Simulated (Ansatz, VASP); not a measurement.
One calculation of Si, two programs

```
Si
1.0
     0.00000    2.71681    2.71681
     2.71681    0.00000    2.71681
     2.71681    2.71681    0.00000
Si
2
Direct
  0.75000 0.75000 0.75000
  0.50000 0.50000 0.50000
```

Alike in both runs: task relaxation of cell and atoms; functional PBEsol; k mesh 12 × 12 × 12; no spin polarisation.

|  | VASP | Ansatz |
| --- | --- | --- |
| version | VASP 6.6.1 | Ansatz 0.2.0 |
| potentials or method | VASP PAW PBE potentials, release 64 (Si) | scalar-relativistic, plane waves, PAW |
| plane-wave cutoff (eV) | 600 | 420 |
| occupations | gaussian, width 0.01 eV | fixed |
| valence electrons in the cell | 8 | 8 |

```tsv
	VASP	Ansatz	Ansatz less VASP
gap on the k mesh at the Fermi level, each at its own relaxed structure (eV)	0.46	0.46	+0.003
relaxed volume (Å³/atom)	20.08	20.05	-0.022
relaxed cell length with the largest relative difference (Å)	3.844	3.842	-0.0014
```

Caveats: the PAW data sets were made with another functional, which shifts forces and pressure a little (VASP). A k mesh can miss the band edges.
